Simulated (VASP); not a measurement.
Data:

```xyz
2
Lattice="0.0000 2.1650 2.1650 2.1650 0.0000 2.1650 2.1650 2.1650 0.0000" Properties=species:S:1:pos:R:3 pbc="T T T"
Ti     0.0000     0.0000     0.0000
C      2.1650     2.1650     2.1650
```

The numbers are results of PBEsol GGA, VASP's PBE PAW potentials (set 64) (plane waves; VASP), not measurements. Run with 520 eV cut-off, 13×13×13 Γ-centred mesh, first-order Methfessel-Paxton smearing of 0.10 eV, potentials Ti_sv C.

Energy and stress use the plane-wave basis of the starting cell.

**Question.** The ions, cell shape and volume are relaxed. Which structure does the run end with?

**Answer.** 
```xyz
2
Lattice="0.0000 2.1475 2.1475 2.1475 0.0000 2.1475 2.1475 2.1475 0.0000" Properties=species:S:1:pos:R:3 pbc="T T T"
Ti     0.0000     0.0000     0.0000
C      2.1475     2.1475     2.1475
```
Space group Fm-3m (225), at a tolerance of 0.03 Å.

**Question.** How do energy and volume change from the first to the last step?

**Answer.** The energy (σ→0) changes by -4.9 meV/atom and the volume by -2.4 %, in 3 ionic steps.

The compound is TiC in the rock salt structure. This run relaxes it. Symmetry was kept, so distortions that lower it aren't found.
